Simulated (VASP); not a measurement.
## VASP 6.6.1 run: KSrCl3

INCAR

```
LCHARG = .FALSE.
GGA = PE
NELM = 57
NBANDS = 22
ISMEAR = -1
LASPH = .TRUE.
EDIFF = 1E-7
SIGMA = 0.02
PREC = Accurate
ISIF = 2
LWAVE = .FALSE.
NSW = 0
LREAL = .FALSE.
IBRION = -1
ENCUT = 520
```

KPOINTS

```
KPOINTS created by Atomic Simulation Environment
0
Gamma
4 4 4
0 0 0
```

POSCAR

```
K  Sr Cl
 1.0000000000000000
     5.4952951357000002    0.0000000000000000    0.0000000000000000
     0.0000000000000000    5.4952951357000002    0.0000000000000000
     0.0000000000000000    0.0000000000000000    5.4952951357000002
 K   Sr  Cl
   1   1   3
Cartesian
  0.0000000000000000  0.0000000000000000  0.0000000000000000
  2.7476475678500001  2.7476475678500001  2.7476475678500001
  2.7476475678500001  2.7476475678500001  0.0000000000000000
  2.7476475678500001  0.0000000000000000  2.7476475678500001
  0.0000000000000000  2.7476475678500001  2.7476475678500001
```

The recommended PBE PAW datasets give the neutral cell 40 valence electrons.

Command

```
mpirun -np 1 vasp_std
```

Q: How does this run end, and what does it give?

A: It converged. Results: gap between bands v and c on the k mesh 4.63 eV; least direct gap on the k mesh 4.81 eV; pressure 2.6 GPa. Band v is the last that the valence electrons fill when counted band by band, and c is the next.

OSZICAR

```
N       E                     dE             d eps       ncg     rms          rms(c)
DAV:   1     0.334305784588E+03    0.33431E+03   -0.18770E+04   440   0.161E+03
DAV:   2     0.915636359782E+01   -0.32515E+03   -0.31923E+03   584   0.348E+02
DAV:   3    -0.187041383571E+02   -0.27861E+02   -0.27848E+02   590   0.103E+02
DAV:   4    -0.199021416936E+02   -0.11980E+01   -0.11975E+01   760   0.180E+01
DAV:   5    -0.199222831338E+02   -0.20141E-01   -0.20141E-01   600   0.178E+00    0.223E+01
DAV:   6    -0.191983656146E+02    0.72392E+00   -0.16063E+00   548   0.567E+00    0.141E+01
DAV:   7    -0.190668916715E+02    0.13147E+00   -0.11034E+00   586   0.515E+00    0.181E+00
DAV:   8    -0.190471548384E+02    0.19737E-01   -0.16032E-01   542   0.206E+00    0.418E-01
DAV:   9    -0.190456929538E+02    0.14619E-02   -0.10668E-02   594   0.656E-01    0.193E-01
DAV:  10    -0.190452784617E+02    0.41449E-03   -0.43496E-03   560   0.521E-01    0.712E-02
DAV:  11    -0.190453701769E+02   -0.91715E-04   -0.80363E-04   628   0.169E-01    0.409E-02
DAV:  12    -0.190453851418E+02   -0.14965E-04   -0.31117E-05   622   0.397E-02    0.188E-02
DAV:  13    -0.190453883771E+02   -0.32353E-05   -0.54021E-06   646   0.161E-02    0.636E-03
DAV:  14    -0.190453890285E+02   -0.65144E-06   -0.95552E-07   632   0.720E-03    0.203E-03
DAV:  15    -0.190453891332E+02   -0.10469E-06   -0.67062E-08   394   0.240E-03    0.691E-04
DAV:  16    -0.190453891614E+02   -0.28200E-07   -0.21110E-08   358   0.991E-04
   1 F= -.19045389E+02 E0= -.19045389E+02  d E =-.717931E-13
```

For comparison, a separate PBE run of the intended cell, on usual settings and not on those above, gives a gap of 4.63 eV on its mesh and a pressure of 2.6 GPa.
